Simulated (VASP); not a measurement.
These are PBE GGA, VASP's PBE PAW potentials (set 64) (plane waves; VASP) values and carry that method's errors.

Input for VASP

POSCAR:
```
PbS
4.2461490
  0.0000000000   0.7071068012   0.7071068012
  0.7071068012   0.0000000000   0.7071068012
  0.7071068012   0.7071068012   0.0000000000
Pb S
1 1
Cartesian
  0.0000000000   0.0000000000   0.0000000000
  0.7071068012   0.7071068012   0.7071068012
```

**KPOINTS**
```
Automatic
0
G
  8 8 8
```

### INCAR
```
# general
SYSTEM  = PbS
PREC    = Accurate
ENCUT   = 520   # plane-wave cut-off (eV)
LREAL   = F   # projection in real space or not
LASPH   = T

# electronic loop
EDIFF   = 1E-7
NELM    = 100   # most electronic steps
ALGO    = Normal   # blocked Davidson
LMAXMIX = 4

# smearing
ISMEAR  = 0   # Gaussian
SIGMA   = 0.05   # width (eV)

# functional
GGA     = PE   # PBE

# ions
ISIF    = 2

# output
LWAVE   = F
LCHARG  = F
```

POTCAR, in this order: Pb_d S (PBE.64 set). Program: vasp_std.

The run wrote:

### OSZICAR
```
       N       E                     dE             d eps       ncg     rms          rms(c)
DAV:   1     0.160645994005E+03    0.16065E+03   -0.98468E+03   812   0.149E+03
DAV:   2     0.488485017582E+01   -0.15576E+03   -0.15198E+03   836   0.357E+02
DAV:   3    -0.892547335709E+01   -0.13810E+02   -0.13716E+02  1076   0.111E+02
DAV:   4    -0.927393752767E+01   -0.34846E+00   -0.34832E+00   910   0.207E+01
DAV:   5    -0.928575091039E+01   -0.11813E-01   -0.11813E-01  1178   0.364E+00    0.437E+00
DAV:   6    -0.876460904942E+01    0.52114E+00   -0.16337E+00  1206   0.974E+00    0.309E+00
DAV:   7    -0.876629434549E+01   -0.16853E-02   -0.15239E-01   864   0.222E+00    0.182E+00
DAV:   8    -0.877015374404E+01   -0.38594E-02   -0.17231E-02   890   0.165E+00    0.323E-01
DAV:   9    -0.876964384841E+01    0.50990E-03   -0.35874E-03  1240   0.597E-01    0.941E-02
DAV:  10    -0.876986518471E+01   -0.22134E-03   -0.39137E-04   836   0.129E-01    0.595E-02
DAV:  11    -0.876987087379E+01   -0.56891E-05   -0.64799E-05  1008   0.989E-02    0.125E-02
DAV:  12    -0.876987202474E+01   -0.11509E-05   -0.41043E-06   998   0.218E-02    0.310E-03
DAV:  13    -0.876987206218E+01   -0.37441E-07   -0.18059E-07   762   0.563E-03
   1 F= -.87698721E+01 E0= -.87698721E+01  d E =-.310715E-11
```

File OUTCAR:
```
------------------------ aborting loop because EDIFF is reached ----------------------------------------
  FORCE on cell =-STRESS in cart. coord.  units (eV):
  Direction    XX          YY          ZZ          XY          YZ          ZX
  --------------------------------------------------------------------------------------
  Total        0.0124076      0.0124076      0.0124076      0.0000000     -0.0000000     -0.0000000
  in kB        0.3672202      0.3672202      0.3672202      0.0000000     -0.0000000     -0.0000000
  external PRESSURE =       0.3672202 kB  Pullay stress =       0.0000000 kB
  volume of cell :       54.13
      direct lattice vectors                 reciprocal lattice vectors
     0.000000000  3.002480837  3.002480837    -0.166528956  0.166528956  0.166528956
     3.002480837  0.000000000  3.002480837     0.166528956 -0.166528956  0.166528956
     3.002480837  3.002480837  0.000000000     0.166528956  0.166528956 -0.166528956
  FREE ENERGIE OF THE ION-ELECTRON SYSTEM (eV)
  ---------------------------------------------------
  free  energy   TOTEN  =        -8.7698720622 eV

  energy  without entropy=       -8.7698720622  energy(sigma->0) =       -8.76987206
```
(Selected blocks of OUTCAR.)

The compound is PbS in the rock salt structure. It was relaxed first.
